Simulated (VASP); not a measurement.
# NiMoIrPdW (P-3m1) in VASP: elastic constants with PBE

Aim: the elastic constants of NiMoIrPdW with PBE.

Program: VASP 6.6.1. These are calculated values, not measurements. Logs are shortened: lines on timing, memory, paths and dates and some standing lists are left out, and cuts for length are marked.

## Step 1: Starting point

It takes space group P-3m1 (No. 164, trigonal). The conventional cell has a = 2.772 Å, b = 2.772 Å, c = 22.019 Å, α = 90.00°, β = 90.00°, γ = 120.00°. Ni (site symmetry 3m) has 3 Mo at 2.55 Å and 3 Pd at 2.65 Å and 6 Ni at 2.77 Å as nearest neighbours. Around Mo (site symmetry 3m) lie 3 Ni at 2.55 Å and 3 Ir at 2.76 Å and 6 Mo at 2.77 Å. Around Pd (site symmetry 3m) lie 3 Ni at 2.65 Å and 9 Pd at 2.77 to 2.84 Å. Around Ir (site symmetry 3m) lie 3 Mo at 2.76 Å and 3 W at 2.77 Å and 6 Ir at 2.77 Å. W (site symmetry 3m) is surrounded by 3 Ir at 2.77 Å and 9 W at 2.77 to 2.93 Å.

The cell was built by a generator and needn't be a form met in nature.

## Step 2: Elastic constants, PBE

Input file POSCAR:

```
NiMoIrPdW
1.0
    2.7721480000      0.0000000000      0.0000000000
   -1.3860740000      2.4007500000      0.0000000000
    0.0000000000      0.0000000000     22.0186300000
Ni Mo Pd Ir W
2 2 2 2 2
Direct
    0.3333330000      0.6666670000      0.8509960000
    0.6666670000      0.3333330000      0.1490040000
    0.6666670000      0.3333330000      0.7607190000
    0.3333330000      0.6666670000      0.2392810000
    0.3333330000      0.6666670000      0.0531900000
    0.6666670000      0.3333330000      0.9468100000
    0.3333330000      0.6666670000      0.6583980000
    0.6666670000      0.3333330000      0.3416020000
    0.3333330000      0.6666670000      0.4441630000
    0.6666670000      0.3333330000      0.5558370000
```

Input file INCAR.step1:

```
SYSTEM = NiMoIrPdW
  PREC = Accurate
  ENCUT = 520
  EDIFF = 1E-8
  ISMEAR = 0
  SIGMA = 0.1
  LREAL = .FALSE.
  LASPH = .TRUE.
  NELM = 120
  ALGO = Normal
  ISIF = 3
  LWAVE = .FALSE.
  LCHARG = .FALSE.
  GGA = PE
  KPAR = 8
  IBRION = 2
  NSW = 40
  EDIFFG = -0.002
```

Input file INCAR.step2:

```
SYSTEM = NiMoIrPdW
  PREC = Accurate
  ENCUT = 520
  EDIFF = 1E-8
  ISMEAR = 0
  SIGMA = 0.1
  LREAL = .FALSE.
  LASPH = .TRUE.
  NELM = 120
  ALGO = Normal
  ISIF = 3
  LWAVE = .FALSE.
  LCHARG = .FALSE.
  GGA = PE
  KPAR = 8
  IBRION = 6
  NFREE = 2
  POTIM = 0.015
  NSW = 1
```

Input file KPOINTS:

```
Automatic mesh
0
G
  8 8 2
  0 0 0
```

Potentials or basis: VASP PAW PBE potentials, release 64 (Ni, Mo_sv, Pd, Ir, W_sv).

Run with:

```bash
$ cat potpaw_PBE.64/Ni/POTCAR potpaw_PBE.64/Mo_sv/POTCAR potpaw_PBE.64/Pd/POTCAR potpaw_PBE.64/Ir/POTCAR potpaw_PBE.64/W_sv/POTCAR > POTCAR
$ cp INCAR.step1 INCAR
$ mpirun -np 8 vasp_std > vasp.out
$ cp CONTCAR POSCAR
$ cp INCAR.step2 INCAR
$ mpirun -np 8 vasp_std > vasp.out
```

OUTCAR:

```text
SYSTEM = NiMoIrPdW
   PREC = Accurate
   ENCUT = 520
   EDIFF = 1E-8
   ISMEAR = 0
   LREAL = .FALSE.
   LASPH = .TRUE.
   NELM = 120
   ISIF = 3
   GGA = PE
   IBRION = 6
   NFREE = 2
   POTIM = 0.015
   NSW = 1

 ion  position               nearest neighbor table
   1  0.333  0.667  0.851-   3 2.55   3 2.55   3 2.55   6 2.64   6 2.64   6 2.64
   2  0.667  0.333  0.149-   4 2.55   4 2.55   4 2.55   5 2.64   5 2.64   5 2.64
   3  0.667  0.333  0.761-   1 2.55   1 2.55   1 2.55   7 2.76   7 2.76   7 2.76
   4  0.333  0.667  0.239-   2 2.55   2 2.55   2 2.55   8 2.76   8 2.76   8 2.76
   5  0.333  0.667  0.053-   2 2.64   2 2.64   2 2.64   6 2.84   6 2.84   6 2.84
   6  0.667  0.333  0.947-   1 2.64   1 2.64   1 2.64   5 2.84   5 2.84   5 2.84
   7  0.333  0.667  0.659-   3 2.76   3 2.76   3 2.76  10 2.76  10 2.76  10 2.76
   8  0.667  0.333  0.341-   4 2.76   4 2.76   4 2.76   9 2.76   9 2.76   9 2.76
   9  0.333  0.667  0.444-   8 2.76   8 2.76   8 2.76  10 2.94  10 2.94  10 2.94
  10  0.667  0.333  0.556-   7 2.76   7 2.76   7 2.76   9 2.94   9 2.94   9 2.94

  LATTYP: Found a hexagonal cell.
 ALAT       =     2.7763843751
 C/A-ratio  =     7.9098682053

  Lattice vectors:

 A1 = (   2.7763843751,  -0.0000000000,   0.0000000000)
 A2 = (  -1.3881921876,   2.4044188058,   0.0000000000)
 A3 = (   0.0000000000,  -0.0000000000,  21.9608344944)

Analysis of symmetry for initial positions (statically):
=====================================================================
 Subroutine PRICEL returns:
 Original cell was already a primitive cell.

 Routine SETGRP: Setting up the symmetry group for a
 hexagonal supercell.

 Subroutine GETGRP returns: Found 12 space group operations
 (whereof 12 operations were pure point group operations)
 out of a pool of 24 trial point group operations.

The static configuration has the point symmetry D_3d.

Analysis of symmetry for dynamics (positions and initial velocities):
=====================================================================
 Subroutine PRICEL returns:
 Original cell was already a primitive cell.

 Routine SETGRP: Setting up the symmetry group for a
 hexagonal supercell.

 Subroutine GETGRP returns: Found 12 space group operations
 (whereof 12 operations were pure point group operations)
 out of a pool of 24 trial point group operations.

The dynamic configuration has the point symmetry D_3d.

 Subroutine INISYM returns: Found 12 space group operations
 (whereof 12 operations are pure point group operations),
 and found     1 'primitive' translations

----------------------------------------------------------------------------------------

                                     Primitive cell

  volume of cell :     146.6015

  direct lattice vectors                    reciprocal lattice vectors
     2.776384375 -0.000000000  0.000000000     0.360180676  0.207950461  0.000000000
    -1.388192188  2.404418806  0.000000000     0.000000000  0.415900923  0.000000000
     0.000000000 -0.000000000 21.960834494     0.000000000  0.000000000  0.045535610

  length of vectors
     2.776384375  2.776383861 21.960834494     0.415900846  0.415900923  0.045535610

  position of ions in fractional coordinates (direct lattice)
     0.333333000  0.666667000  0.850993859
     0.666667000  0.333333000  0.149006141
     0.666667000  0.333333000  0.760758226
     0.333333000  0.666667000  0.239241774
     0.333333000  0.666667000  0.053286449
     0.666667000  0.333333000  0.946713551
     0.333333000  0.666667000  0.658507313
     0.666667000  0.333333000  0.341492687
     0.333333000  0.666667000  0.443979434
     0.666667000  0.333333000  0.556020566

  ion indices of the primitive-cell ions
   primitive index   ion index
                 1           1
                 2           2
                 3           3
                 4           4
                 5           5
                 6           6
                 7           7
                 8           8
                 9           9
                10          10

----------------------------------------------------------------------------------------

 KPOINTS: Automatic mesh

Automatic generation of k-mesh.
 Grid dimensions read from file:
 generate k-points for:    8    8    2

 Generating k-lattice:

  Cartesian coordinates                     Fractional coordinates (reciprocal lattice)
[... 77 lines left out ...]
  Fermi-wavevector in a.u.,A,eV,Ry     =   1.505441  2.844870 30.835579  2.266351
  Thomas-Fermi vector in A             =   2.616289
   LORBIT       =      0    0 simple, 1 ext, 2 COOP (PROOUT), +10 PAW based schemes
   GGA     = PE    functional components
   LHFCALC =     F    Hartree Fock is set to
   AEXX    =    0.0000 exact exchange contribution
   IVDW    =     0    specifies the selected vdW correction
   LEPSILON=     F    determine dielectric tensor
   LRPA    =     F    only Hartree local field effects (RPA)
 finite differences with symmetry
 non-spin polarized calculation
 Gauss-broadening in eV      SIGMA  =   0.10
  energy-cutoff  :      520.00
  volume of cell :      146.60
 maximum number of plane-waves:      3973
 NGX is ok and might be reduce to    24
   NGX = 11   NGY = 11   NGZ = 81

--------------------------------------- Ionic step        1  -------------------------------------------

 number of electron     113.9999996 magnetization

 Free energy of the ion-electron system (eV)
  ---------------------------------------------------
  ext. energy  EPLUGINS =         0.00000000
  ---------------------------------------------------
  free energy    TOTEN  =       -86.90050893 eV

  energy without entropy =      -86.84053040  energy(sigma->0) =      -86.87051967

------------------------ aborting loop because EDIFF is reached ----------------------------------------

  FORCE on cell =-STRESS in cart. coord.  units (eV):
  Direction    XX          YY          ZZ          XY          YZ          ZX
  --------------------------------------------------------------------------------------
  -------------------------------------------------------------------------------------
  Total       -0.0049099     -0.0049099     -0.0027148      0.0000000      0.0000000     -0.0000000
  in kB       -0.0536589     -0.0536588     -0.0296700      0.0000000      0.0000000     -0.0000000
  external PRESSURE =      -0.0456626 kB  Pullay stress =       0.0000000 kB
[... 113 lines left out ...]
  FREE ENERGIE OF THE ION-ELECTRON SYSTEM (eV)
  ---------------------------------------------------
  free  energy   TOTEN  =       -86.8605989101 eV

  energy  without entropy=      -86.8015898307  energy(sigma->0) =      -86.83109437

 E-fermi :   9.9836     XC(G=0): -13.2264

 val. band max:        9.9813020127   @ k =   0.5000   0.0000  -0.0000
 cond. band min:      10.0023962327   @ k =   0.1250   0.0000   0.5000
 fundamental gap:      0.0210942201
 Fermi energy:         9.9836104322

 k-point     1 :       0.0000    0.0000    0.0000
  band No.  band energies     occupation
      1     -63.9079      2.00000
      2     -63.8765      2.00000
      3     -51.0375      2.00000
      4     -51.0375      2.00000
      5     -28.4236      2.00000
      6     -28.0081      2.00000
[... 1409 lines left out ...]
     67      14.3317      0.00000
     68      14.6839      0.00000

[... ionic steps 4 to 30 ...]

--------------------------------------- Ionic step       31  -------------------------------------------

 number of electron     113.9999996 magnetization

------------------------ aborting loop because EDIFF is reached ----------------------------------------
[... 83 lines left out ...]
--------------------------------------- Ionic step       33  -------------------------------------------

 number of electron     113.9999996 magnetization

 Free energy of the ion-electron system (eV)
  ---------------------------------------------------
  ext. energy  EPLUGINS =         0.00000000
  ---------------------------------------------------
  free energy    TOTEN  =       -86.89870455 eV

  energy without entropy =      -86.83859671  energy(sigma->0) =      -86.86865063

 E-fermi :  10.1967     XC(G=0): -13.3125

 val. band max:       10.1897089118   @ k =   0.2500   0.2500   0.5000
 cond. band min:      10.1971417345   @ k =   0.5000   0.0000  -0.0000
 fundamental gap:      0.0074328227
 Fermi energy:        10.1966706422

 k-point     1 :       0.0000    0.0000    0.0000
  band No.  band energies     occupation
      1     -63.6443      2.00000
      2     -63.6096      2.00000
      3     -50.7951      2.00000
      4     -50.7933      2.00000
      5     -28.1779      2.00000
      6     -27.7379      2.00000
[... 1446 lines left out ...]
  FREE ENERGIE OF THE ION-ELECTRON SYSTEM (eV)
  ---------------------------------------------------
  free  energy   TOTEN  =       -86.8987045522 eV

  energy  without entropy=      -86.8385967127  energy(sigma->0) =      -86.86865063

 INTERNAL STRAIN TENSORS FROM STRAINED CELLS
 ============================================

 INTERNAL STRAIN TENSOR FOR ION    1 for displacements in x,y,z  (eV/Angst):
          X           Y           Z          XY          YZ          ZX
  --------------------------------------------------------------------------------
  x     0.00000     0.00000     0.00000    -3.91868    -0.00000    -2.58781
  y    -3.91873     3.95304     0.00000     0.00002    -2.59162    -0.00001
  z    -2.66520    -2.74284    -6.01208    -0.00482    -0.00349    -0.00044

 INTERNAL STRAIN TENSORS FROM DISPLACED ATOMS
 ============================================

 INTERNAL STRAIN TENSOR FOR ION    1 for displacements in x,y,z  (eV/Angst):
          X           Y           Z          XY          YZ          ZX
  --------------------------------------------------------------------------------
  x     0.00000     0.00000     0.00000    -3.93625     0.00000    -2.58976
  y    -3.93625     3.93625     0.00000     0.00000    -2.58975     0.00000
  z    -2.61116    -2.61116    -5.94270     0.00000     0.00000    -0.00000
[... 8 lines left out ...]
 INTERNAL STRAIN TENSOR FOR ION   10 for displacements in x,y,z  (eV/Angst):
          X           Y           Z          XY          YZ          ZX
  --------------------------------------------------------------------------------
  x     0.00000    -0.00000     0.00000     2.56919    -0.00000     6.48981
  y     2.56919    -2.56919    -0.00000    -0.00000     6.48980    -0.00000
  z     4.58256     4.58256     0.95522    -0.00000    -0.00000    -0.00000

 Eigenvectors and eigenvalues of the dynamical matrix
   1 f  =    7.967549 THz    50.061589 2PiTHz  265.768841 cm-1    32.951122 meV
   2 f  =    7.957423 THz    49.997963 2PiTHz  265.431059 cm-1    32.909242 meV
   3 f  =    5.829335 THz    36.626790 2PiTHz  194.445674 cm-1    24.108180 meV
   4 f  =    5.552013 THz    34.884328 2PiTHz  185.195226 cm-1    22.961271 meV
   5 f  =    5.232172 THz    32.874709 2PiTHz  174.526487 cm-1    21.638517 meV
   6 f  =    4.598651 THz    28.894176 2PiTHz  153.394482 cm-1    19.018483 meV
[... 19 lines left out ...]
  26 f  =    0.443034 THz     2.783663 2PiTHz   14.778014 cm-1     1.832239 meV
  27 f  =    0.443034 THz     2.783662 2PiTHz   14.778011 cm-1     1.832239 meV
  28 f/i=    0.001477 THz     0.009277 2PiTHz    0.049252 cm-1     0.006107 meV
  29 f/i=    0.001477 THz     0.009277 2PiTHz    0.049252 cm-1     0.006107 meV
  30 f/i=    0.001506 THz     0.009463 2PiTHz    0.050238 cm-1     0.006229 meV

 ELASTIC MODULI CONTR FROM IONIC RELAXATION (kBar)
 Direction    XX          YY          ZZ          XY          YZ          ZX
 --------------------------------------------------------------------------------
 XX        -319.6974    215.4012   -124.4441     -0.0000   -224.5096     -0.0000
 YY         215.4012   -319.6970   -124.4440      0.0000    224.5095      0.0000
 ZZ        -124.4441   -124.4440   -615.1391      0.0000     -0.0000      0.0000
 XY          -0.0000      0.0000      0.0000   -267.5492     -0.0000   -224.5094
 YZ        -224.5096    224.5095     -0.0000     -0.0000   -683.3316     -0.0000
 ZX          -0.0000      0.0000      0.0000   -224.5094     -0.0000   -683.3317
 --------------------------------------------------------------------------------

 TOTAL ELASTIC MODULI (kBar)
 Direction    XX          YY          ZZ          XY          YZ          ZX
 --------------------------------------------------------------------------------
 XX        3305.7485   2499.9437   1508.6044     -0.0000   -165.8478     -0.0000
 YY        2499.9437   3305.7452   1508.6037      0.0000    165.8477      0.0000
 ZZ        1508.6044   1508.6037   3867.3055     -0.0000     -0.0000      0.0000
 XY          -0.0000      0.0000     -0.0000    402.9016     -0.0000   -165.8476
 YZ        -165.8478    165.8477     -0.0000     -0.0000    297.7329     -0.0000
 ZX          -0.0000      0.0000      0.0000   -165.8476     -0.0000    297.7334
 --------------------------------------------------------------------------------
```

It took 52 min on 8 MPI ranks of Intel Xeon 6975P-C (Granite Rapids), shared host; peak memory 1.2 GiB.

Results:

| Quantity | Value |
| --- | --- |
| Voigt bulk modulus | 239 GPa |
| Highest phonon frequency at Γ, LO-TO splitting left out | 266 cm⁻¹ |

The path:
| step | energy change (eV) | largest force (eV/Å) | pressure (GPa) | volume (Å³) |
| --- | --- | --- | --- | --- |
| 1 | 0.0000 | 0.0710 | 0.08 | 146.54 |
| 2 | -0.0015 | 0.0180 | -0.13 | 146.69 |
| 3 | -0.0016 | 0.0159 | -0.10 | 146.66 |
| 4 | -0.0016 | 0.0120 | 0.22 | 146.49 |
| 5 | -0.0017 | 0.0118 | 0.05 | 146.58 |
| 6 | -0.0017 | 0.0089 | 0.03 | 146.59 |
| 7 | -0.0017 | 0.0090 | 0.02 | 146.60 |
| 8 | -0.0017 | 0.0029 | -0.05 | 146.64 |
| 9 | -0.0017 | 0.0050 | -0.02 | 146.62 |
| 10 | -0.0017 | 0.0045 | -0.02 | 146.62 |
| 11 | -0.0017 | 0.0051 | 0.01 | 146.60 |
| 12 | -0.0017 | 0.0037 | 0.01 | 146.61 |
| 13 | -0.0017 | 0.0032 | 0.00 | 146.61 |
| 14 | -0.0017 | 0.0022 | 0.01 | 146.61 |
| 15 | -0.0017 | 0.0028 | 0.00 | 146.61 |
| 16 | -0.0017 | 0.0014 | 0.00 | 146.60 |

Phonon frequencies in cm⁻¹ (negative: imaginary):
| q point | frequencies |
| --- | --- |
| (0.000, 0.000, 0.000) | 0 0 0 15 15 38 38 60 60 78 78 79 81 81 81 105 105 109 109 141 146 150 150 153 153 175 185 194 265 266 |

Elastic tensor in Voigt notation (GPa, in the Cartesian axes of the cell as first typed):
```
331 250 151 -17   0   0
250 331 151  17   0   0
151 151 387   0   0   0
-17  17   0  30   0   0
  0   0   0   0  30 -17
  0   0   0   0 -17  40
```

Clamped-ion elastic tensor (GPa):
```
363 228 163   6   0   0
228 363 163  -6   0   0
163 163 448   0   0   0
  6  -6   0  98   0   0
  0   0   0   0  98   6
  0   0   0   0   6  67
```

The run has no spin-orbit coupling, so splittings on Ir, W are missing. Spin polarisation is off, so any magnetic state and its effect on volume and gap are missing.
